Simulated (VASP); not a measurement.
Input:

```
CELL_PARAMETERS angstrom
      0.00000     2.62442     2.62442
      2.62442     0.00000     2.62442
      2.62442     2.62442     0.00000
ATOMIC_POSITIONS crystal
  K  0.00000 0.00000 0.00000
  F  0.50000 0.50000 0.50000
```

These are PBE GGA, VASP's PBE PAW potentials (set 64) (plane waves; VASP) values and carry that method's errors. Numerical set-up: 400 eV cut-off, 6×6×6 Γ-centred mesh, Gaussian smearing of 0.010 eV, potentials K_sv F.

Problem. Give the electronic dielectric tensor ε∞ (DFPT, local fields included).

Solution. 
```
2.01  0.00  0.00
0.00  2.01  0.00
0.00  0.00  2.01
```

Problem. Give the Born effective charges.

Solution. 
| atom | Z*xx | Z*yy | Z*zz | mean |
|---|---|---|---|---|
| K1 | 1.14 | 1.14 | 1.14 | 1.14 |
| F2 | -1.14 | -1.14 | -1.14 | -1.14 |

Problem. And the static tensor with the ions free?

Solution. 
```
5.08  0.00  0.00
0.00  5.08  0.00
0.00  0.00  5.08
```

Problem. Which frequencies do the optical Γ-point modes have (no LO-TO splitting)?

Solution. 213 (×3) cm⁻¹.

The structure comes from a computed database's KF entry; how it stands against other phases isn't given here. The cell was not relaxed at this level. The run is one of a series of settings (EDIFF = 1E-8, IBRION = 8, LEPSILON = .TRUE., NSW = 1 against the base run), some of them coarse on purpose.
